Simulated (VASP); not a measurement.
Given:

```xyz
1
Lattice="-2.8371 2.8371 2.8371 2.8371 -2.8371 2.8371 2.8371 2.8371 -2.8371" Properties=species:S:1:pos:R:3 pbc="T T T"
Rb     0.0000     0.0000     0.0000
```

All values below come from rev-vdW-DF2, VASP's PBE PAW potentials (set 64) (plane waves; VASP 6.6.1). Numerical set-up: 520 eV cut-off, 9×9×9 Γ-centred mesh, first-order Methfessel-Paxton smearing of 0.10 eV, potentials Rb_sv.

**Question.** Estimate the energy per atom (σ→0), band gap (on the k-mesh) with the smallest direct gap where there is one.

**Answer.** 
- band gap (on the k-mesh) = none (metal, semimetal or under 0.01 eV)
- energy per atom (σ→0) = 0.969 eV/atom

The absolute energy has meaning only against runs of the same code, potentials and settings.

The compound is Rb in the bcc structure. This cell is one point of a volume scan, at 1.06 of the reference volume.
